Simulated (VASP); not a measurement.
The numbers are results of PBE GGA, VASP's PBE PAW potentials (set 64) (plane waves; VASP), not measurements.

VASP input:

POSCAR:
```
TiTe2
1
    3.8996350000     0.0000000000     0.0000000000
   -1.9498180000     3.3771830000     0.0000000000
    0.0000000000     0.0000000000    17.1706300000
Ti Te
1 2
Direct
  0.0132620000   0.0051300000   0.5020430000
  0.3219440000   0.6725410000   0.5944120000
  0.6647950000   0.3223290000   0.4035450000
```

### KPOINTS_OPT
```
k-points along high-symmetry lines
20
Line-mode
Reciprocal
  0.000000   0.000000   0.000000 ! GAMMA
 -0.500000   0.500000   0.000000 ! X

  0.000000   0.000000   0.000000 ! GAMMA
  0.000000   0.500000   0.000000 ! Z

  0.500000   0.000000   0.000000 ! U_2
  0.000000   0.000000   0.000000 ! GAMMA
```

INCAR:
```
! general
SYSTEM  = TiTe2
PREC    = Accurate
ENCUT   = 300   ! plane-wave cut-off (eV)
LREAL   = .False.
LASPH   = .True.   ! aspherical one-centre terms

! electronic loop
EDIFF   = 1E-6
NELM    = 100   ! most electronic steps
ALGO    = Normal   ! blocked Davidson
LMAXMIX = 4

! smearing
ISMEAR  = -1   ! Fermi-Dirac
SIGMA   = 0.1   ! width (eV)

! functional
GGA     = PE   ! PBE

! ions
ISIF    = 2   ! forces and stress, cell fixed

! output
LWAVE   = .False.
LCHARG  = .False.
```

File KPOINTS:
```
Automatic mesh
0
Gamma
6 6 1
0 0 0
```

POTCAR, in this order: Ti_sv Te (PBE.64 set). Program: vasp_std.

Output

OSZICAR:
```
       N       E                     dE             d eps       ncg     rms          rms(c)
DAV:   1     0.114964072483E+03    0.11496E+03   -0.89833E+03   800   0.798E+02
DAV:   2    -0.430873969414E+01   -0.11927E+03   -0.11766E+03   864   0.231E+02
DAV:   3    -0.178933904346E+02   -0.13585E+02   -0.13490E+02  1208   0.657E+01
DAV:   4    -0.186573854836E+02   -0.76400E+00   -0.76333E+00   912   0.150E+01
DAV:   5    -0.187151088709E+02   -0.57723E-01   -0.57721E-01  1016   0.328E+00    0.118E+01
DAV:   6    -0.188990026379E+02   -0.18389E+00   -0.59424E+01   896   0.451E+01    0.176E+01
DAV:   7    -0.166110866458E+02    0.22879E+01   -0.57549E+01   912   0.416E+01    0.629E+00
DAV:   8    -0.161670256496E+02    0.44406E+00   -0.19194E+00   792   0.966E+00    0.265E+00
DAV:   9    -0.161354271030E+02    0.31599E-01   -0.15924E+00   928   0.771E+00    0.199E+00
DAV:  10    -0.161124534076E+02    0.22974E-01   -0.82058E-01   864   0.605E+00    0.110E+00
DAV:  11    -0.160967159121E+02    0.15737E-01   -0.12487E-01   832   0.246E+00    0.259E-01
DAV:  12    -0.160971037310E+02   -0.38782E-03   -0.30917E-03   680   0.456E-01    0.232E-01
DAV:  13    -0.160969255575E+02    0.17817E-03   -0.33053E-04   848   0.934E-02    0.136E-01
DAV:  14    -0.160967604600E+02    0.16510E-03   -0.44989E-04   864   0.125E-01    0.380E-02
DAV:  15    -0.160967572666E+02    0.31935E-05   -0.13228E-04   720   0.625E-02    0.319E-02
DAV:  16    -0.160968201243E+02   -0.62858E-04   -0.11703E-04   848   0.674E-02    0.345E-02
DAV:  17    -0.160968298314E+02   -0.97070E-05   -0.44990E-05   816   0.436E-02    0.294E-02
DAV:  18    -0.160968849327E+02   -0.55101E-04   -0.58197E-06   800   0.131E-02    0.968E-03
DAV:  19    -0.160969248545E+02   -0.39922E-04   -0.17872E-05   800   0.267E-02    0.702E-03
DAV:  20    -0.160969572291E+02   -0.32375E-04   -0.16826E-06   544   0.867E-03    0.653E-03
DAV:  21    -0.160969644975E+02   -0.72684E-05   -0.20050E-07   488   0.233E-03    0.433E-03
DAV:  22    -0.160969687876E+02   -0.42902E-05   -0.43878E-07   464   0.362E-03    0.145E-03
DAV:  23    -0.160969696733E+02   -0.88564E-06   -0.74016E-08   344   0.134E-03
   1 F= -.16096970E+02 E0= -.16077373E+02  d E =-.391934E-01
       N       E                     dE             ncg
       N       E                     dE             ncg
       N       E                     dE             ncg
```

OUTCAR:
```
------------------------ aborting loop because EDIFF is reached ----------------------------------------
  FORCE on cell =-STRESS in cart. coord.  units (eV):
  Direction    XX          YY          ZZ          XY          YZ          ZX
  --------------------------------------------------------------------------------------
  Total       -0.7912479     -1.0135297      1.0712129     -0.2647111     -0.4312179      0.6068009
  in kB       -5.6060680     -7.1809559      7.5896470     -1.8755041     -3.0552204      4.2992430
  external PRESSURE =      -1.7324590 kB  Pullay stress =       0.0000000 kB
  volume of cell :      226.13
      direct lattice vectors                 reciprocal lattice vectors
     3.899635000  0.000000000  0.000000000     0.256434256  0.148052424  0.000000000
    -1.949818000  3.377183000  0.000000000     0.000000000  0.296104771  0.000000000
     0.000000000  0.000000000 17.170630000     0.000000000  0.000000000  0.058238981
 POSITION                                       TOTAL-FORCE (eV/Angst)
 -----------------------------------------------------------------------------------
      0.04171      0.01732      8.62039        -0.308300     -0.043502     -0.472922
     -0.05587      2.27129     10.20643         0.344232     -0.109147      0.595572
      1.96397      1.08856      6.92912        -0.035932      0.152648     -0.122650
 -----------------------------------------------------------------------------------
    total drift:                                0.000044      0.000042      0.000426
  FREE ENERGIE OF THE ION-ELECTRON SYSTEM (eV)
  ---------------------------------------------------
  free  energy   TOTEN  =       -16.0969696733 eV

  energy  without entropy=      -16.0577762781  energy(sigma->0) =      -16.07737298
```
(Selected blocks of OUTCAR.)

At this cut-off the stress carries a Pulay error, which pulls relaxed volumes low. The cell holds a wide vacuum, so values per volume refer to the whole cell.

The cell is a sheet with vacuum, built from a generated structure.
